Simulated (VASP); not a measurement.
Here is a VASP 6.6.1 calculation.

File INCAR:

```
SYSTEM = MnRh
PREC = Accurate
ENCUT = 520
EDIFF = 1E-6
ISMEAR = -1
SIGMA = 0.1
LREAL = .False.
LASPH = .True.
NELM = 150
ALGO = Normal
ISIF = 2
LWAVE = .False.
LCHARG = .True.
MAGMOM = 0 0 4 0 0 0
LORBIT = 11
LSORBIT = .True.
GGA_COMPAT = .False.
LORBMOM = .True.
LMAXMIX = 4
GGA = PS
LVHAR = .True.
NBANDS = 40
```

Contents of KPOINTS:

```
regular mesh
0
Gamma
  5 5 5
  0 0 0
```

POSCAR

```
MnRh
1.0
    3.0440000000      0.0000000000      0.0000000000
    0.0000000000      3.0440000000      0.0000000000
    0.0000000000      0.0000000000      3.0440000000
Mn Rh
1 1
Direct
    0.0000000000      0.0000000000      0.0000000000
    0.5000000000      0.5000000000      0.5000000000
```

Potentials or basis: VASP PAW PBE potentials, release 64 (Mn_pv, Rh_pv).

Launch:

```sh
$ cat potpaw_PBE.64/Mn_pv/POTCAR potpaw_PBE.64/Rh_pv/POTCAR > POTCAR
$ mpirun -np 1 vasp_ncl > vasp.out
```

Q: Predict the pressure.

A: -10.3 GPa.

Q: Estimate the net moment.

A: 4.00 μB per cell.

Moments on the atoms (μB; x, y, z):
```
Mn  0.00 0.00 3.48
Rh  0.00 0.00 0.41
```

Caveat: the k mesh is coarse (spacing up to 0.41 Å⁻¹), so the values aren't converged; the PAW data sets were made with another functional, which shifts forces and pressure a little.
